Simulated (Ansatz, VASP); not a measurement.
## Si85Ge9 (amorphous Si0.9Ge0.1): VASP beside Ansatz

Aim: how closely do two programs agree when they are given the same cell, functional and k mesh? The cell is taken from a series of runs on this material, whose earlier steps may have relaxed, scaled, displaced or heated it; both programs get it as it stands.

Program: Ansatz 0.2.0. Level of theory: plane waves, with VASP 6.6.1 beside it; single point at PBE. Results are calculated unless marked as measured.

**1. The structure**

The cell holds 94 atoms: 85 Si and 9 Ge. Cell: a = 12.402 Å, b = 12.402 Å, c = 12.402 Å, α = 90.0°, β = 90.0°, γ = 90.0°. As first built, before any earlier steps moved the atoms (in the runner's words): 94 atoms (85 Si, 9 Ge) placed at random at 2.65 g/cm^3, melted at 3500 K for 10 ps at fixed volume with the Tersoff potential (Tersoff, Phys. Rev. B 39, 5566 (1989)). Quenched from 3500 K to 700 K at 3 K/ps and fixed volume, held 5 ps.

**2. VASP: single point, PBE**

A single point gives forces, pressure and levels at one fixed geometry, so differences don't come from the geometry; what else differs is listed under the comparison.

Lines of VASP's logs that name or quote its potential files are left out, and so is its time.

Input file INCAR:

```
SYSTEM = Si85Ge9
PREC = Accurate
ENCUT = 500
EDIFF = 1E-06
NELM = 120
ISMEAR = -1
SIGMA = 0.05
LREAL = Auto
ALGO = Normal
GGA = PE
NBANDS = 304
LORBIT = 11
LWAVE = .FALSE.
LCHARG = .FALSE.
ISIF = 2
LASPH = .TRUE.
GGA_COMPAT = .FALSE.
NCORE = 2
```

Input file POSCAR:

```
Si85Ge9
1.0
   12.4022000000      0.0000000000      0.0000000000
    0.0000000000     12.4022000000      0.0000000000
    0.0000000000      0.0000000000     12.4022000000
Si Ge
85 9
Direct
    0.3570000000      0.5557100000      0.1910200000
    0.9830900000      0.8806300000      0.8393200000
    0.5866600000      0.7804800000      0.8720000000
    0.0074500000      0.7862000000      0.4017800000
    0.3042700000      0.7833700000      0.3589200000
    0.2337600000      0.4107400000      0.9687600000
    0.1220000000      0.7394800000      0.1360500000
    0.7920600000      0.4629300000      0.5551400000
    0.2312900000      0.2186600000      0.5344900000
    0.2054400000      0.6377400000      0.2837200000
    0.0367900000      0.1691300000      0.1904400000
    0.2611700000      0.9894500000      0.8900700000
    0.0699800000      0.0380900000      0.9149500000
    0.8902100000      0.3129800000      0.9277900000
    0.2179700000      0.3659000000      0.6791100000
    0.4119100000      0.7698000000      0.7733400000
    0.9524900000      0.3533100000      0.3829800000
    0.5580700000      0.7207600000      0.5905700000
    0.0391100000      0.0122200000      0.0919900000
    0.4003600000      0.1871900000      0.6550100000
    0.0557400000      0.9179600000      0.5278800000
    0.6669800000      0.0873900000      0.9259100000
    0.4794500000      0.8150700000      0.3545800000
    0.5721500000      0.8915600000      0.1975900000
    0.6804800000      0.6949800000      0.7249200000
    0.0723900000      0.5116000000      0.9810500000
    0.9099000000      0.5065300000      0.8747500000
    0.6283900000      0.3740800000      0.7862200000
    0.1965800000      0.2807100000      0.8397500000
    0.8140100000      0.6293200000      0.9703700000
[... 58 atom lines left out ...]
    0.8609700000      0.5971300000      0.1588000000
    0.7550800000      0.5094200000      0.7426300000
    0.3489700000      0.1627200000      0.8389400000
    0.8893400000      0.2775300000      0.1280600000
    0.8349500000      0.7552000000      0.4734100000
    0.5749300000      0.7463300000      0.0561100000
```

Input file KPOINTS:

```
Automatic mesh
0
Gamma
1 1 1
0 0 0
```

PAW data sets: Si and Ge_d (PBE family, release 64).

Launch:

```
> mpirun -np 8 vasp_gam
```

Numbers of over 12 decimals in the logs are rounded to 6 here.

The log of the run:

```text
[banner, memory and clock lines left out]
running    8 mpi-ranks, on    1 nodes
[...]
LDA part: xc-table for (Slater+PW92), standard interpolation
 POSCAR, INCAR and KPOINTS ok, starting setup
[...]
entering main loop
       N       E                     dE             d eps       ncg     rms          rms(c)
DAV:   1     0.645688937527E+04    0.64569E+04   -0.15935E+05   680   0.205E+03
DAV:   2     0.955814671027E+03   -0.55011E+04   -0.52451E+04   608   0.572E+02
DAV:   3    -0.310022611404E+03   -0.12658E+04   -0.11669E+04   720   0.197E+02
DAV:   4    -0.474484049315E+03   -0.16446E+03   -0.15594E+03   784   0.723E+01
[...]
DAV:  17    -0.473943262881E+03   -0.22450E-05   -0.26262E-06   536   0.294E-03    0.234E-03
DAV:  18    -0.473943263922E+03   -0.10406E-05   -0.63031E-07   416   0.147E-03    0.115E-03
DAV:  19    -0.473943264089E+03   -0.16758E-06   -0.28387E-07   376   0.104E-03
   1 F= -.47394326E+03 E0= -.47382353E+03  d E =-.239473E+00
```

Parts of OUTCAR (step 2):

```text
  FREE ENERGIE OF THE ION-ELECTRON SYSTEM (eV)
  ---------------------------------------------------
  free  energy   TOTEN  =      -473.9432640894 eV

  energy  without entropy=     -473.7037915076  energy(sigma->0) =     -473.82352780
```

The run ends at a pressure of 1.71 GPa, with forces up to 2.6 eV/Å.

**3. Ansatz: single point, PBE**

Ansatz runs on its default PAW (the set named soft_2) files.

The same cell, functional, mesh and smearing now go to Ansatz, which takes its cutoff from its data sets.

Input file input.yaml:

```yaml
crystal:
  lattice:
    - [12.4022, 0.0, 0.0]
    - [0.0, 12.4022, 0.0]
    - [0.0, 0.0, 12.4022]
  atoms:
    - { symbol: Si, position: [0.357, 0.55571, 0.19102] }
    - { symbol: Si, position: [0.98309, 0.88063, 0.83932] }
    - { symbol: Si, position: [0.58666, 0.78048, 0.872] }
    - { symbol: Si, position: [0.00745, 0.7862, 0.40178] }
    - { symbol: Si, position: [0.30427, 0.78337, 0.35892] }
    - { symbol: Si, position: [0.23376, 0.41074, 0.96876] }
    - { symbol: Si, position: [0.122, 0.73948, 0.13605] }
    - { symbol: Si, position: [0.79206, 0.46293, 0.55514] }
    - { symbol: Si, position: [0.23129, 0.21866, 0.53449] }
    - { symbol: Si, position: [0.20544, 0.63774, 0.28372] }
    - { symbol: Si, position: [0.03679, 0.16913, 0.19044] }
    - { symbol: Si, position: [0.26117, 0.98945, 0.89007] }
    - { symbol: Si, position: [0.06998, 0.03809, 0.91495] }
    - { symbol: Si, position: [0.89021, 0.31298, 0.92779] }
    - { symbol: Si, position: [0.21797, 0.3659, 0.67911] }
    - { symbol: Si, position: [0.41191, 0.7698, 0.77334] }
    - { symbol: Si, position: [0.95249, 0.35331, 0.38298] }
    - { symbol: Si, position: [0.55807, 0.72076, 0.59057] }
    - { symbol: Si, position: [0.03911, 0.01222, 0.09199] }
    - { symbol: Si, position: [0.40036, 0.18719, 0.65501] }
    - { symbol: Si, position: [0.05574, 0.91796, 0.52788] }
    - { symbol: Si, position: [0.66698, 0.08739, 0.92591] }
    - { symbol: Si, position: [0.47945, 0.81507, 0.35458] }
    - { symbol: Si, position: [0.57215, 0.89156, 0.19759] }
    - { symbol: Si, position: [0.68048, 0.69498, 0.72492] }
    - { symbol: Si, position: [0.07239, 0.5116, 0.98105] }
    - { symbol: Si, position: [0.9099, 0.50653, 0.87475] }
    - { symbol: Si, position: [0.62839, 0.37408, 0.78622] }
    - { symbol: Si, position: [0.19658, 0.28071, 0.83975] }
    - { symbol: Si, position: [0.81401, 0.62932, 0.97037] }
[... 58 atom lines left out ...]
    - { symbol: Ge, position: [0.86097, 0.59713, 0.1588] }
    - { symbol: Ge, position: [0.75508, 0.50942, 0.74263] }
    - { symbol: Ge, position: [0.34897, 0.16272, 0.83894] }
    - { symbol: Ge, position: [0.88934, 0.27753, 0.12806] }
    - { symbol: Ge, position: [0.83495, 0.7552, 0.47341] }
    - { symbol: Ge, position: [0.57493, 0.74633, 0.05611] }
kpoints:
  mp_grid: { grid: [1, 1, 1] }
hamiltonian:
  xc: pbe
scf:
  occupations: { method: fermi_dirac, width: 0.05 }
output:
  forces: true
  eigenvalues: true
  populations: true
  stress: true
```

Launch:

```
> ansatz run input.yaml --threads 8 --pin off --max-ram 15872MiB --backend cpu --events-out ev --progress --plain --runs-dir out
```

The log of the run:

```text
Engine: ansatz 0.2.0, aarch64-unknown-linux-gnu
Pseudopotentials: kind: paw
Pseudopotential: Si, paw, valence charge 4, recommended cutoff 420 eV (normal), Si.paw.azcp
Pseudopotential: Ge, paw, valence charge 14, recommended cutoff 420 eV (normal), Ge.paw.azcp
Functional definition: PBE
  parameter kappa = 0.804
  parameter beta = 0.066725
  exchange = pbe_x(kappa = kappa, mu = beta*pi^2/3)
  correlation = pbe_c(beta = beta)
Crystal: 94 atoms, lattice volume = 1907.639 Å³
Basis set: ecut = 420 eV, 37385 PW (Γ), exchange–correlation on 180×180×180 points (8 copies of the dense FFT grid, shifted against one another)
Bands: 327, of which v1, the nominal top of the filled ones, is band 233 counted from 1 (232 counted from 0)
Symmetry: 1 space group operations
Space group: P1 (ITA 1), of the structure as read, at distance tolerance 1.2e-4 Å
k-points: 1
Non-local potential: Si, projectors of the file, l = 0: 2, l = 1: 2, l = 2: 2
Non-local potential: Ge, projectors of the file, l = 0: 2, l = 1: 2, l = 2: 3, l = 3: 1
PAW form: soft (Blöchl's): semilocal exchange-correlation on the pseudo side does not see the compensation charge
PAW one-centre angular grid: Si, 110 points (default); XC on 64 Gauss nodes
PAW one-centre angular grid: Ge, 590 points (default); XC on 64 Gauss nodes
Initial density: superposition of atomic densities (neutral atoms: chi_scale 0, normalization atom), corrected by the library's trained network
Initial wavefunctions: pseudopotential atomic-orbital guess
Functional: x = pbe(κ = 0.804, μ = 0.219515), c = pbe(β = 0.066725)
SCF iter   1: F=—  HF=-92670.990791 eV  |F-HF|=—  |Δ(HF+E_count)|=         —  Δρ=3.46e-3  dr2=8.16e-1  ethr=1.77e-3  ⟨swp⟩=6.0  Hψ=1439  notcnv=0  defer=40
preconditioner: auto → Kerker (q_TF=auto, 2.157 Å⁻¹)  [metal: Δε(μ)=0.075 eV  Ē_g=7.633 eV  σ=0.050 eV  W_gap=0.35  n_scr=340 (ndim 8)  ℏωp=16.5 eV  f_vac=0.002  D(μ)=26.76/eV (n_scr^D=122)]
SCF iter   2: F=—  HF=-92670.922897 eV  |F-HF|=—  |Δ(HF+E_count)|=   6.79e-2  Δρ=2.03e-3  dr2=2.89e-1  ethr=1.75e-4  ⟨swp⟩=1.0  Hψ=377  notcnv=0  defer=56
SCF iter   3: F=—  HF=-92670.892742 eV  |F-HF|=—  |Δ(HF+E_count)|=   3.02e-2  Δρ=5.11e-4  dr2=1.54e-2  ethr=6.20e-5  ⟨swp⟩=3.0  Hψ=547  notcnv=0  defer=56
SCF iter   4: F=—  HF=-92670.891796 eV  |F-HF|=—  |Δ(HF+E_count)|=   9.46e-4  Δρ=2.67e-4  dr2=4.84e-3  ethr=3.31e-6  ⟨swp⟩=2.0  Hψ=496  notcnv=0  defer=56
SCF iter   5: F=—  HF=-92670.891545 eV  |F-HF|=—  |Δ(HF+E_count)|=   2.51e-4  Δρ=1.18e-4  dr2=1.11e-3  ethr=1.04e-6  ⟨swp⟩=2.0  Hψ=494  notcnv=0  defer=56
SCF iter   6: F=—  HF=-92670.891794 eV  |F-HF|=—  |Δ(HF+E_count)|=   2.49e-4  Δρ=4.14e-5  dr2=1.24e-4  ethr=2.38e-7  ⟨swp⟩=2.0  Hψ=364  notcnv=0  defer=56
SCF iter   7: F=—  HF=-92670.891757 eV  |F-HF|=—  |Δ(HF+E_count)|=   3.66e-5  Δρ=1.67e-5  dr2=2.04e-5  ethr=2.66e-8  ⟨swp⟩=2.0  Hψ=364  notcnv=0  defer=56
SCF iter   8: F=—  HF=-92670.892731 eV  |F-HF|=—  |Δ(HF+E_count)|=   9.74e-4  Δρ=8.21e-6  dr2=5.31e-6  ethr=4.38e-9  ⟨swp⟩=2.0  Hψ=556  notcnv=0  defer=64
SCF iter   9: F=—  HF=-92670.892732 eV  |F-HF|=—  |Δ(HF+E_count)|=   5.21e-7  Δρ=3.76e-6  dr2=7.81e-7  ethr=1.14e-9  ⟨swp⟩=2.0  Hψ=492  notcnv=0  defer=64
SCF iter  10: F=—  HF=-92670.892732 eV  |F-HF|=—  |Δ(HF+E_count)|=   4.08e-8  Δρ=2.08e-6  dr2=2.26e-7  ethr=1.68e-10  ⟨swp⟩=2.0  Hψ=497  notcnv=0  defer=64
SCF iter  11: F=-92670.892731 eV  HF=-92670.892731 eV  |F-HF|=2.17e-8  |Δ(HF+E_count)|=   4.54e-9  Δρ=7.51e-7  dr2=5.53e-8  ethr=2.15e-11  ⟨swp⟩=15.0  Hψ=1604  notcnv=0
SCF 1 converged in 11 iterations: F = -92670.892731 eV  dr2 = 5.53e-8
  greatest PAW one-centre occupation: 0.998 electrons in one spin orbital (limit 2), on the Ge atom at site 87 (counted from 0), in its partial waves of l = 2
SCF converged after 11 iterations
Free energy (F): -92670.892731 eV
Harris-Foulkes:  -92670.892731 eV  (|F-HF|=2.17e-8)
Internal energy: -92670.653153 eV  (E = F + TS)
E sigma→0 (E₀):  -92670.772942 eV
Entropy (-TS):   -0.239579 eV (-2.549 meV/atom)
Fermi energy:    6.522477 eV
--- Per-component energies (eV) ---
  E_band       = -1082.515212
  E_kinetic    = 4414.595724
  E_local      = -32338.663860  (includes V_loc(G=0)·N_el)
  E_nonlocal   = 5968.619757
  E_hartree    = 14214.516500
  E_xc         = -5366.991123
  E_vxc        = -4548.173304  (∫ρ·V_xc dr)
  E_paw        = -61749.124671  (= ΣΔE_a)
  E_vpaw       = -3007.928522  (= ΣTr[D̂ρ^β])
  E_aug_tail   = 0.003199  (compensation charges beyond the density's cutoff)
  E_ewald      = -17813.608679
  E_smearing   = -0.239579  (= −TS)
  E_closure    = -0.000000  (closes the sum)
  Σ components = -92670.892731   (vs F -92670.892731, Δ=0.00e0)
--- Forces (eV/Å), atoms counted from 1 ---
  atom   1  Si    -0.18278384    -0.81674139     0.26582469
  atom   2  Si     0.01588800     0.23957985     0.29169246
  atom   3  Si    -0.30327207     0.64006366    -1.88639146
[...]
atom  34  Si     1.30664035     1.33899578     0.43089558
  atom  35  Si     0.72271292    -0.37604345     1.25524420
  atom  36  Si    -0.05919364     0.28896678    -0.17358341
  atom  37  Si     0.85732535    -0.22637600     0.04208139
  atom  38  Si     0.99613005     1.07271502     0.32250937
  atom  39  Si     0.72887133     0.99661027    -0.83190265
  atom  40  Si    -0.68005527    -0.73670731     0.05281386
  atom  41  Si     0.23670364    -0.82923098     0.74853961
  atom  42  Si    -0.05538286     0.71628646     0.20201483
  atom  43  Si     0.87256170    -0.51564124    -1.12382442
  atom  44  Si     0.46213861    -0.16684067    -0.21523501
  atom  45  Si    -0.90648507     1.50831266     0.18763215
  atom  46  Si     0.62430444    -0.58276674     0.87709683
  atom  47  Si    -0.07344858    -1.13377153    -0.46840026
  atom  48  Si    -0.58073088    -0.66722496     0.45757266
  atom  49  Si     0.95880622    -0.40156900     0.49192792
  atom  50  Si     0.00025359    -1.58774374     1.86598836
  atom  51  Si     0.18028836    -1.17810654    -0.10404502
  atom  52  Si    -0.50315980    -0.18108313    -0.01034100
  atom  53  Si    -0.99218537     0.16739053     0.00866540
  atom  54  Si     0.38603355     0.87277684     0.44947349
[...]
atom  87  Ge    -0.20286230     0.40735069     0.13049263
  atom  88  Ge    -0.55795637    -0.74534046    -0.42505603
  atom  89  Ge     0.67029908    -0.73014161    -0.26020629
  atom  90  Ge    -1.03814043     0.33537327    -0.35866162
  atom  91  Ge     0.25484001    -0.38888153     0.77162504
  atom  92  Ge     0.95528972     0.20352871    -0.89238800
  atom  93  Ge    -0.51996050    -0.27990708    -0.21926001
  atom  94  Ge     1.82150625     0.43492512     0.77034241
  max |Σ_I F_I| component: 1.65e-5 eV/Å
--- Stress (GPa, compression-positive) ---
        2.857897       0.828109      -0.673595
        0.828109       1.167717       1.615192
       -0.673595       1.615192       1.342910
  P = ⅓ Tr σ = 1.7895 GPa (17.895 kbar)
--- Band table (eV) ---
  k-point 0: bands = [... 229 lower, 6.2548, 6.3709, 6.4535, 6.4799, 6.5339, 6.6321, 6.7668, 6.8964, ... 90 higher]
--- Löwdin populations: 94 sites ---
  site symbol       q [e]
     0     Si      3.9441
     1     Si      3.9300
     2     Si      3.9277
     3     Si      3.9483
     4     Si      3.9657
     5     Si      3.9612
     6     Si      3.9288
     7     Si      3.9708
     8     Si      3.9796
     9     Si      3.9070
    10     Si      3.9072
    11     Si      3.9367
    12     Si      3.9563
    13     Si      3.9104
    14     Si      3.9524
    15     Si      3.9599
    16     Si      3.9454
    17     Si      3.9233
    18     Si      3.9451
    19     Si      3.9166
    20     Si      3.9606
    21     Si      3.9810
    22     Si      3.9583
    23     Si      3.9326
[...]
86     Ge     14.0566
    87     Ge     14.0191
    88     Ge     13.9855
    89     Ge     14.0412
    90     Ge     14.0336
    91     Ge     14.0416
    92     Ge     14.0067
    93     Ge     14.0563
  spilling = 0.009124 (of n_electrons = 466.000000)
```

The run ends at a pressure of 1.79 GPa, with forces up to 2.6 eV/Å.

**4. Differences**

Known differences besides the potentials themselves: the cutoff is 420 eV in Ansatz and 500 eV in VASP (PREC = Accurate, projectors in real space). Total energies have different zeros and are not compared.

The two programs side by side:

| quantity | Ansatz | VASP | difference |
| --- | --- | --- | --- |
| pressure (GPa) | 1.79 | 1.71 | +0.08 |

Forces on 9 of the 94 atoms, those with the largest forces and the largest differences (eV/Å; atoms numbered as in POSCAR):

| atom | Ansatz x, y, z | VASP x, y, z |
| --- | --- | --- |
| Si5 | -2.180, 0.201, 1.145 | -2.175, 0.202, 1.143 |
| Si16 | -0.236, 0.450, 2.020 | -0.241, 0.448, 2.019 |
| Si23 | 1.906, 0.862, -0.700 | 1.901, 0.857, -0.696 |
| Si31 | 0.005, 0.260, -0.189 | 0.000, 0.265, -0.178 |
| Si50 | 0.000, -1.588, 1.866 | 0.003, -1.585, 1.854 |
| Si56 | -2.345, 0.458, 0.283 | -2.333, 0.453, 0.275 |
| Si74 | -1.713, -0.805, -0.888 | -1.712, -0.800, -0.884 |
| Si79 | -1.473, -2.094, 0.195 | -1.475, -2.088, 0.194 |
| Ge94 | 1.822, 0.435, 0.770 | 1.806, 0.428, 0.767 |

The forces differ by 4.2 meV/Å r.m.s., which is 0.6 % of the r.m.s. force of 0.750 eV/Å (both taken over all components).

**5. What came out**

```json
{
 "r.m.s. force difference (single point, PBE)": "0.56 % of the r.m.s. force"
}
```

**Reading.** The r.m.s. force difference is 0.56 % of the r.m.s. force (single point, PBE), within the 3 % picked in this series as the mark of a large difference. How closely two codes agree says nothing of how well the functional describes the real material.

[Lines on the potential files, build, host, timing and source positions are cut from VASP's logs without a mark.]

[Logs are printed without paths, hosts, clocks, repeated set-up lines and the standing remarks that a program may print on its own settings, such as how far it seeks lower states.]

[Hosts, paths, dates, database ids (printed as entryN), source tags and the programs' standing remarks are cut or masked in the printed files.]
